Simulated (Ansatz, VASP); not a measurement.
# Cross-check of BiB between VASP and Ansatz

Wanted: the spread between two codes on one cell, functional and k mesh. The cell is generated by rule, not measured, and may not be a known phase. The cell is taken from a series of runs on this material, whose earlier steps may have relaxed, scaled, displaced or heated it; both programs get it as it stands.

Calculated with Ansatz 0.2.0; plane waves, with VASP 6.6.1 beside it; zone-centre phonons at r2SCAN.

The structure was built from a prototype and need not be the compound's stable phase.

### 1. The structure

It takes space group P6_3mc (No. 186, hexagonal). Conventional cell: a = 3.865 Å, b = 3.865 Å, c = 6.376 Å, α = 90.00°, β = 90.00°, γ = 120.00°. Nearest to B lie 4 Bi at 2.37 to 2.39 Å. Bi has 4 B at 2.37 to 2.39 Å nearest. Farther neighbours are not listed.

Structure file:

```
B Bi
1.0
     3.86499    0.00000    0.00000
    -1.93250    3.34718    0.00000
     0.00000    0.00000    6.37587
B Bi
2 2
Direct
  0.33333 0.66667 0.00022
  0.66667 0.33333 0.50022
  0.33333 0.66667 0.37478
  0.66667 0.33333 0.87478
```

### 2. VASP: zone-centre phonons, r2SCAN

Second derivatives magnify differences that forces hide, and they need a tight electronic threshold.

Lines of VASP's logs that name or quote its potential files are left out, and so is its time.

Input file INCAR:

```
SYSTEM = BiB
PREC = Accurate
ENCUT = 550
EDIFF = 1E-08
NELM = 120
ISMEAR = 0
SIGMA = 0.01
LREAL = .FALSE.
ALGO = Normal
METAGGA = R2SCAN
LASPH = .TRUE.
NBANDS = 24
LORBIT = 11
LWAVE = .FALSE.
LCHARG = .FALSE.
ISIF = 2
IBRION = 6
NFREE = 2
POTIM = 0.015
NSW = 1
GGA_COMPAT = .FALSE.
EFERMI = MIDGAP
LMIXTAU = .TRUE.
KPAR = 2
```

Input file POSCAR:

```
BiB
1.0
    3.8649928103      0.0000000000      0.0000000000
   -1.9324964052      3.3471819592      0.0000000000
    0.0000000000      0.0000000000      6.3758713801
B Bi
2 2
Direct
    0.3333333333      0.6666666667      0.0002233918
    0.6666666667      0.3333333333      0.5002233918
    0.3333333333      0.6666666667      0.3747766082
    0.6666666667      0.3333333333      0.8747766082
```

Input file KPOINTS:

```
Automatic mesh
0
Gamma
9 9 6
0 0 0
```

PAW data sets: B and Bi_d (PBE family, release 64).

Command:

```console
$ mpirun -np 2 vasp_std
```

Numbers of over 12 decimals in the logs are rounded to 6 here.

Output:

```text
[banner, memory and clock lines left out]
running    2 mpi-ranks, on    1 nodes
 distrk:  each k-point on    1 cores,    2 groups
 distr:  one band on    1 cores,    1 groups

 POSCAR found type information on POSCAR B Bi
 POSCAR found :  2 types and       4 ions
|                                                                             |
|               ----> ADVICE to this user running VASP <----                  |
|                                                                             |
|     You enforced a specific xc type in the INCAR file but a different       |
|     [... a line on the potential file left out ...]
|     I HOPE YOU KNOW WHAT YOU ARE DOING!                                     |
|                                                                             |

 LDA part: xc-table for (None), standard interpolation
 POSCAR, INCAR and KPOINTS ok, starting setup
 FFT: planning ... GRIDC
 FFT: planning ... GRID_SOFT
 FFT: planning ... GRID
 WAVECAR not read
 entering main loop
       N       E                     dE             d eps       ncg     rms          rms(c)
DAV:   1     0.248966878081E+03    0.24897E+03   -0.19717E+04  2304   0.185E+03
DAV:   2    -0.104369949757E+03   -0.35334E+03   -0.34659E+03  2360   0.481E+02
DAV:   3    -0.136260699022E+03   -0.31891E+02   -0.31656E+02  2968   0.157E+02
DAV:   4    -0.137309166949E+03   -0.10485E+01   -0.10476E+01  2888   0.308E+01
DAV:   5    -0.137339936803E+03   -0.30770E-01   -0.30767E-01  3360   0.490E+00    0.500E+00
DAV:   6    -0.131262557113E+03    0.60774E+01   -0.50993E+00  3232   0.285E+01    0.212E+00
DAV:   7    -0.127834032273E+03    0.34285E+01   -0.74449E-01  2392   0.702E+00    0.132E+00
DAV:   8    -0.128639951145E+03   -0.80592E+00   -0.11600E+00  2464   0.618E+00    0.724E-01
DAV:   9    -0.128255305341E+03    0.38465E+00   -0.21723E-01  2328   0.339E+00    0.383E-01
DAV:  10    -0.128561453100E+03   -0.30615E+00   -0.17602E-01  2344   0.263E+00    0.183E-01
DAV:  11    -0.128584010112E+03   -0.22557E-01   -0.54769E-02  2416   0.200E+00    0.710E-02
DAV:  12    -0.128567699281E+03    0.16311E-01   -0.18308E-02  2584   0.127E+00    0.680E-02
DAV:  13    -0.128581207314E+03   -0.13508E-01   -0.11740E-02  2352   0.829E-01    0.317E-02
DAV:  14    -0.128582973213E+03   -0.17659E-02   -0.57537E-04  3008   0.163E-01    0.193E-02
[...]
DAV:  18    -0.128585330081E+03   -0.84701E-07   -0.48966E-07  3048   0.429E-03    0.472E-03
DAV:  19    -0.128585322987E+03    0.70940E-05   -0.17224E-06  2568   0.997E-03    0.329E-03
DAV:  20    -0.128585340003E+03   -0.17015E-04   -0.81702E-06  2416   0.236E-02    0.121E-03
DAV:  21    -0.128585341539E+03   -0.15359E-05   -0.68896E-07  2688   0.790E-03    0.104E-03
DAV:  22    -0.128585341457E+03    0.81456E-07   -0.24771E-08  2536   0.122E-03    0.955E-04
DAV:  23    -0.128585341382E+03    0.74872E-07   -0.16337E-08  1792   0.987E-04    0.722E-04
DAV:  24    -0.128585341240E+03    0.14198E-06   -0.27438E-08  1976   0.143E-03    0.427E-04
DAV:  25    -0.128585341238E+03    0.25348E-08   -0.24253E-09  1248   0.367E-04
   1 F= -.12858534E+03 E0= -.12858534E+03  d E =-.103891E-47
[... from here on, the cycles between the ionic steps are left out ...]
   2 F= -.12858417E+03 E0= -.12858417E+03  d E =-.754395E-37
   4 F= -.12858403E+03 E0= -.12858403E+03  d E =-.449347E-48
   5 F= -.12858409E+03 E0= -.12858409E+03  d E =-.292895E-47
   6 F= -.12858409E+03 E0= -.12858409E+03  d E =-.208147E-36
   7 F= -.12858409E+03 E0= -.12858409E+03  d E =-.208126E-36
   8 F= -.12858373E+03 E0= -.12858373E+03  d E =-.876253E-47
 Finite differences progress:
  Degree of freedom:   4/  4
  Displacement:        1/  2
  Total:               7/  8
 bond charge predicted
       N       E                     dE             d eps       ncg     rms          rms(c)
DAV:   1    -0.128557046187E+03    0.26683E-01   -0.56283E+00  3536   0.132E+01    0.192E-01
DAV:   2    -0.128579469852E+03   -0.22424E-01   -0.17967E-01  4128   0.352E+00    0.967E-02
DAV:   3    -0.128583348149E+03   -0.38783E-02   -0.32424E-03  4208   0.794E-01    0.651E-02
DAV:   4    -0.128583256766E+03    0.91382E-04   -0.58924E-04  4488   0.517E-01    0.295E-02
DAV:   5    -0.128583343823E+03   -0.87057E-04   -0.98916E-04  3520   0.301E-01    0.113E-02
DAV:   6    -0.128583644653E+03   -0.30083E-03   -0.32041E-04  3320   0.190E-01    0.546E-03
DAV:   7    -0.128583660079E+03   -0.15426E-04   -0.20927E-05  4136   0.409E-02    0.246E-03
DAV:   8    -0.128583661480E+03   -0.14008E-05   -0.52577E-06  3128   0.245E-02    0.980E-04
DAV:   9    -0.128583662100E+03   -0.62043E-06   -0.22880E-06  3488   0.182E-02    0.615E-04
DAV:  10    -0.128583662938E+03   -0.83750E-06   -0.24015E-07  4056   0.576E-03    0.266E-04
DAV:  11    -0.128583662740E+03    0.19756E-06   -0.44632E-08  3048   0.284E-03    0.130E-04
DAV:  12    -0.128583662880E+03   -0.14020E-06   -0.16543E-08  2240   0.123E-03    0.600E-05
DAV:  13    -0.128583662845E+03    0.35407E-07   -0.65854E-09  1784   0.109E-03    0.404E-05
DAV:  14    -0.128583662864E+03   -0.19436E-07   -0.92942E-10  1512   0.415E-04    0.197E-05
DAV:  15    -0.128583662857E+03    0.71395E-08   -0.53260E-10  1512   0.342E-04
   9 F= -.12858366E+03 E0= -.12858366E+03  d E =-.131524E-47
 Finite differences progress:
  Degree of freedom:   4/  4
  Displacement:        2/  2
  Total:               8/  8
```

From OUTCAR (step 2):

```text
ion  position               nearest neighbor table
   1  0.333  0.667  0.000-   4 2.37   4 2.37   4 2.37   3 2.39
   2  0.667  0.333  0.500-   3 2.37   3 2.37   3 2.37   4 2.39
   3  0.333  0.667  0.375-   2 2.37   2 2.37   2 2.37   1 2.39   4 3.89   4 3.89   4 3.89   4 3.89
                             4 3.89   4 3.89
   4  0.667  0.333  0.875-   1 2.37   1 2.37   1 2.37   2 2.39   3 3.89   3 3.89   3 3.89   3 3.89
                             3 3.89   3 3.89

  LATTYP: Found a hexagonal cell.
 ALAT       =     3.8649928103
 C/A-ratio  =     1.6496463753

 Subroutine GETGRP returns: Found 12 space group operations
 (whereof  6 operations were pure point group operations)

The static configuration has the point symmetry C_3v.
 The point group associated with its full space group is C_6v.

 Found     48 irreducible k-points:

   k-points           NKPTS =     48   k-points in BZ     NKDIM =     48   number of bands    NBANDS=     24

   dimension x,y,z NGX =    30 NGY =   30 NGZ =   50
   dimension x,y,z NGXF=    60 NGYF=   60 NGZF=  100

   ENCUT  =  550.0 eV  40.42 Ry    6.36 a.u.   7.39  7.39 12.19*2*pi/ulx,y,z

   NELECT =      36.0000    total number of electrons

 k-points in reciprocal lattice and weights: Automatic mesh
   0.00000000  0.00000000  0.00000000       0.002
   0.11111111  0.00000000  0.00000000       0.012
   0.22222222  0.00000000  0.00000000       0.012
   0.33333333  0.00000000  0.00000000       0.012
   0.44444444  0.00000000  0.00000000       0.012
   0.11111111  0.11111111  0.00000000       0.012
   0.22222222  0.11111111  0.00000000       0.025
   0.33333333  0.11111111  0.00000000       0.025
   0.44444444  0.11111111  0.00000000       0.012
[...]
0.33333333  0.22222222  0.50000000       0.025
   0.33333333  0.33333333  0.50000000       0.004

 average (electrostatic) potential at core
       1 -27.7165       2 -27.6942       3-110.6339       4-110.6585

 E-fermi :   7.3521

 k-point     1 :       0.0000    0.0000    0.0000
  band No.  band energies     occupation
    ...
     14       5.3984      2.00000
     15       5.3984      2.00000
     16       6.9501      2.00000
     17       7.2521      2.00000
     18       7.2521      2.00000
     19       7.4521      0.00000
     20       7.6841      0.00000
     21       9.8685      0.00000
     22       9.8685      0.00000
     23      10.3701      0.00000
    ...

 k-point     2 :       0.1111    0.0000    0.0000
  band No.  band energies     occupation
    ...
     14       4.1523      2.00000
     15       5.0689      2.00000
     16       5.6353      2.00000
     17       6.6636      2.00000
     18       6.9531      2.00000
     19       8.2862      0.00000
     20       8.5553      0.00000
     21       9.8204      0.00000
     22      10.2564      0.00000
     23      10.8026      0.00000
    ...

 k-point     3 :       0.2222    0.0000    0.0000
  band No.  band energies     occupation
    ...
     14       2.4854      2.00000
     15       3.6030      2.00000
     16       4.4155      2.00000
     17       5.8760      2.00000
     18       6.3327      2.00000
     19       8.3677      0.00000
     20       9.0173      0.00000
     21      10.7173      0.00000
     22      10.9282      0.00000
     23      10.9706      0.00000
    ...

  Total       -0.0721628     -0.0721628      0.0834231      0.0000000      0.0000000      0.0000000
  in kB       -1.4017041     -1.4017041      1.6204261      0.0000000      0.0000000      0.0000000
  external PRESSURE =      -0.3943273 kB  Pullay stress =       0.0000000 kB

  energy-cutoff  :      550.00
  volume of cell :       82.48
      direct lattice vectors                 reciprocal lattice vectors
     3.864992810  0.000000000  0.000000000     0.258732693  0.149379390  0.000000000
    -1.932496405  3.347181959  0.000000000     0.000000000  0.298758780  0.000000000
     0.000000000  0.000000000  6.375871380     0.000000000  0.000000000  0.156841307

 POSITION                                       TOTAL-FORCE (eV/Angst)
 -----------------------------------------------------------------------------------
     -0.00000      2.23145      0.00142         0.000000      0.000000     -0.084304
      1.93250      1.11573      3.18936        -0.000000      0.000000     -0.081613
     -0.00000      2.23145      2.37453         0.000000     -0.000000      0.225390
      1.93250      1.11573      5.57746        -0.000000     -0.000000     -0.059473
 -----------------------------------------------------------------------------------
    total drift:                                0.000000     -0.000000      0.000730

  FREE ENERGIE OF THE ION-ELECTRON SYSTEM (eV)
  ---------------------------------------------------
  free  energy   TOTEN  =      -128.5836628571 eV

  energy  without entropy=     -128.5836628571  energy(sigma->0) =     -128.58366286

 Eigenvectors and eigenvalues of the dynamical matrix
 ----------------------------------------------------

   1 f  =   16.546055 THz   103.961928 2PiTHz  551.916978 cm-1    68.428953 meV
             X         Y         Z           dx          dy          dz
     -0.000000  2.231455  0.001424     0.000000    0.000000   -0.707107
      1.932496  1.115727  3.189360     0.000000    0.000000    0.707107
     -0.000000  2.231455  2.389527    -0.000000   -0.000000    0.000493
      1.932496  1.115727  5.577463    -0.000000   -0.000000   -0.000493

   2 f  =   16.100540 THz   101.162679 2PiTHz  537.056219 cm-1    66.586455 meV
             X         Y         Z           dx          dy          dz
     -0.000000  2.231455  0.001424     0.314374   -0.613620   -0.000000
      1.932496  1.115727  3.189360     0.314374   -0.613620   -0.000000
     -0.000000  2.231455  2.389527    -0.071573    0.139701    0.000000
      1.932496  1.115727  5.577463    -0.071573    0.139701    0.000000

   3 f  =   16.100540 THz   101.162679 2PiTHz  537.056219 cm-1    66.586455 meV
             X         Y         Z           dx          dy          dz
     -0.000000  2.231455  0.001424    -0.613620   -0.314374   -0.000000
      1.932496  1.115727  3.189360    -0.613620   -0.314374    0.000000
     -0.000000  2.231455  2.389527     0.139701    0.071573    0.000000
      1.932496  1.115727  5.577463     0.139701    0.071573    0.000000

   4 f  =   15.944412 THz   100.181696 2PiTHz  531.848340 cm-1    65.940760 meV
             X         Y         Z           dx          dy          dz
     -0.000000  2.231455  0.001424    -0.000000    0.000000   -0.689477
      1.932496  1.115727  3.189360    -0.000000    0.000000   -0.689477
     -0.000000  2.231455  2.389527     0.000000   -0.000000    0.156913
      1.932496  1.115727  5.577463     0.000000   -0.000000    0.156913

   5 f  =   15.332362 THz    96.336075 2PiTHz  511.432562 cm-1    63.409528 meV
             X         Y         Z           dx          dy          dz
     -0.000000  2.231455  0.001424    -0.315389    0.615596   -0.000000
      1.932496  1.115727  3.189360     0.315389   -0.615596   -0.000000
     -0.000000  2.231455  2.389527    -0.066970    0.130715    0.000000
      1.932496  1.115727  5.577463     0.066970   -0.130715    0.000000

   6 f  =   15.332362 THz    96.336075 2PiTHz  511.432562 cm-1    63.409528 meV
             X         Y         Z           dx          dy          dz
     -0.000000  2.231455  0.001424    -0.615596   -0.315389   -0.000000
      1.932496  1.115727  3.189360     0.615596    0.315389    0.000000
     -0.000000  2.231455  2.389527    -0.130715   -0.066970   -0.000000
      1.932496  1.115727  5.577463     0.130715    0.066970   -0.000000

   7 f  =    4.687098 THz    29.449902 2PiTHz  156.344744 cm-1    19.384269 meV
             X         Y         Z           dx          dy          dz
     -0.000000  2.231455  0.001424     0.000000   -0.000000   -0.000493
      1.932496  1.115727  3.189360    -0.000000    0.000000    0.000493
     -0.000000  2.231455  2.389527    -0.000000    0.000000   -0.707107
      1.932496  1.115727  5.577463     0.000000   -0.000000    0.707107

   8 f  =    1.811601 THz    11.382624 2PiTHz   60.428501 cm-1     7.492176 meV
             X         Y         Z           dx          dy          dz
     -0.000000  2.231455  0.001424    -0.067022    0.130688   -0.000000
      1.932496  1.115727  3.189360     0.067022   -0.130688   -0.000000
     -0.000000  2.231455  2.389527     0.315637   -0.615469   -0.000000
      1.932496  1.115727  5.577463    -0.315637    0.615469   -0.000000

   9 f  =    1.811601 THz    11.382624 2PiTHz   60.428501 cm-1     7.492176 meV
             X         Y         Z           dx          dy          dz
     -0.000000  2.231455  0.001424    -0.130688   -0.067022    0.000000
      1.932496  1.115727  3.189360     0.130688    0.067022    0.000000
     -0.000000  2.231455  2.389527     0.615469    0.315637    0.000000
      1.932496  1.115727  5.577463    -0.615469   -0.315637    0.000000

  10 f/i=    0.002047 THz     0.012859 2PiTHz    0.068268 cm-1     0.008464 meV
             X         Y         Z           dx          dy          dz
     -0.000000  2.231455  0.001424     0.000000    0.000000   -0.156913
      1.932496  1.115727  3.189360     0.000000    0.000000   -0.156913
     -0.000000  2.231455  2.389527     0.000000    0.000000   -0.689477
      1.932496  1.115727  5.577463     0.000000    0.000000   -0.689477

  11 f/i=    0.003364 THz     0.021136 2PiTHz    0.112210 cm-1     0.013912 meV
             X         Y         Z           dx          dy          dz
     -0.000000  2.231455  0.001424     0.114605    0.107260    0.000000
      1.932496  1.115727  3.189360     0.114605    0.107260    0.000000
     -0.000000  2.231455  2.389527     0.503389    0.471127    0.000000
      1.932496  1.115727  5.577463     0.503389    0.471127    0.000000

  12 f/i=    0.003364 THz     0.021136 2PiTHz    0.112210 cm-1     0.013912 meV
             X         Y         Z           dx          dy          dz
     -0.000000  2.231455  0.001424    -0.107260    0.114605    0.000000
      1.932496  1.115727  3.189360    -0.107260    0.114605    0.000000
     -0.000000  2.231455  2.389527    -0.471127    0.503389    0.000000
      1.932496  1.115727  5.577463    -0.471127    0.503389    0.000000

 ELASTIC MODULI CONTR FROM IONIC RELAXATION (kBar)
 Direction    XX          YY          ZZ          XY          YZ          ZX
 --------------------------------------------------------------------------------
 XX        -176.3046     75.9772     84.4350      0.0000     -0.0000     -0.0000
 YY          75.9772   -176.3046     84.4350      0.0000      0.0000      0.0000
 ZZ          84.4350     84.4350   -142.1200     -0.0000      0.0000      0.0000
 XY           0.0000      0.0000     -0.0000   -126.1409     -0.0000     -0.0000
 YZ           0.0000     -0.0000      0.0000      0.0000    -65.3043      0.0000
 ZX          -0.0000      0.0000      0.0000      0.0000      0.0000    -65.3045
 --------------------------------------------------------------------------------

 total charge
# of ion       s       p       d       tot
------------------------------------------
    1        0.683   0.995   0.000   1.677
    2        0.683   0.995   0.000   1.677
    3        1.385   1.629   9.954  12.967
    4        1.385   1.629   9.954  12.967
--------------------------------------------------
tot          4.135   5.247  19.907  29.289

[... 3 further parts left out ...]
```

CONTCAR:

```
BiB
   1.00000000000000
     3.8649928103000000    0.0000000000000000    0.0000000000000000
    -1.9324964052000000    3.3471819591999998    0.0000000000000000
     0.0000000000000000    0.0000000000000000    6.3758713801000004
  B               Bi
     2     2
Direct
     0.3333333332999970    0.6666666667000030    0.0002233917999988
     0.6666666667000030    0.3333333332999970    0.5002233917999988
     0.3333333332999970    0.6666666667000030    0.3724239885962218
     0.6666666667000030    0.3333333332999970    0.8747766082000012
```

Levels, forces or a CONTCAR printed for this step are those of its last displaced cell, not of the structure at rest.

(Part 1 of 2 ends here.)

[Lines on the potential files, build, host, timing and source positions are cut from VASP's logs without a mark.]

[Logs are printed without paths, hosts, clocks, repeated set-up lines and the standing remarks that a program may print on its own settings, such as how far it seeks lower states.]

[Hosts, paths, dates, database ids (printed as entryN), source tags and the programs' standing remarks are cut or masked in the printed files.]
